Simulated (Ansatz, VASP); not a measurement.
# Two plane-wave programs on H2CI2

```
CELL_PARAMETERS angstrom
0.00000 6.54348 2.56951
4.10176 0.00000 2.56951
4.10176 6.54348 0.00000
ATOMIC_POSITIONS crystal
H 0.76996 0.99080 0.23004
H 0.99080 0.76996 0.00920
C 0.99869 0.99869 0.00131
I 0.36601 0.09056 0.90944
I 0.09056 0.36601 0.63399
```

Alike in both runs: functional PBE; k mesh 6 × 6 × 6; occupations gaussian, width 0.02 eV; no spin polarisation.

Ansatz relaxed the structure, and its values are those at the end. VASP's run is a single point on that final structure, the one shown.

```csv
,VASP,Ansatz
version,VASP 6.6.1,Ansatz 0.2.0
potentials or method,"VASP PAW PBE potentials, release 64 (H, C, I)","scalar-relativistic, plane waves, PAW"
plane-wave cutoff (eV),520,420
valence electrons in the cell,20,40
```

```tsv
	VASP	Ansatz	Ansatz less VASP
gap on the k mesh at the Fermi level (eV)	2.96	2.95	-0.013
least direct gap on the mesh (eV)	3.06	3.05	-0.017
pressure (GPa)	0.0	0.0	+0.03
rms of the force components (eV/Å)	0.012	0.001	-0.0111
```

The functional is the same, so the differences come from potentials, cutoffs and numerics. The two sets of potentials don't hold the same shells in valence.

Caveats: spin-orbit coupling is left out, which moves the levels of the heavy elements. A k mesh can miss the band edges. Expect the measured gap to be larger: semilocal functionals such as PBE lack the derivative discontinuity.
